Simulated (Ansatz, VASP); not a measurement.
## ZnB6 in VASP and in Ansatz

```
Zn B
1.0
     4.13245    0.00000    0.00000
     0.00000    4.13245    0.00000
     0.00000    0.00000    4.13245
Zn B
1 6
Cartesian
  0.0000 0.0000 0.0000
  3.3102 2.0662 2.0662
  0.8222 2.0662 2.0662
  2.0662 2.0662 3.3102
  2.0662 2.0662 0.8222
  2.0662 0.8222 2.0662
  2.0662 3.3102 2.0662
```

Alike in both runs: task single point; functional PBE; k mesh 6 × 6 × 6; occupations gaussian, width 0.1 eV; no spin polarisation.

|  | VASP | Ansatz |
| --- | --- | --- |
| version | VASP 6.6.1 | Ansatz 0.2.0 |
| potentials or method | VASP PAW PBE potentials, release 64 (Zn, B) | scalar-relativistic, plane waves, PAW |
| plane-wave cutoff (eV) | 520 | 420 |
| valence electrons in the cell | 30 | 30 |

Ansatz gave:

```
gap on the k mesh at the Fermi level (eV) : none
pressure (GPa)                            : -0.5
rms of the force components (eV/Å)        : 0.050
```

Q: What did VASP give for the same quantities?

A: gap on the k mesh at the Fermi level (eV): none; pressure (GPa): -0.4; rms of the force components (eV/Å): 0.041.

Atom by atom the forces differ by 0.009 eV/Å (rms over components). A gap of «none» marks a metal or a gap that the smearing closes.
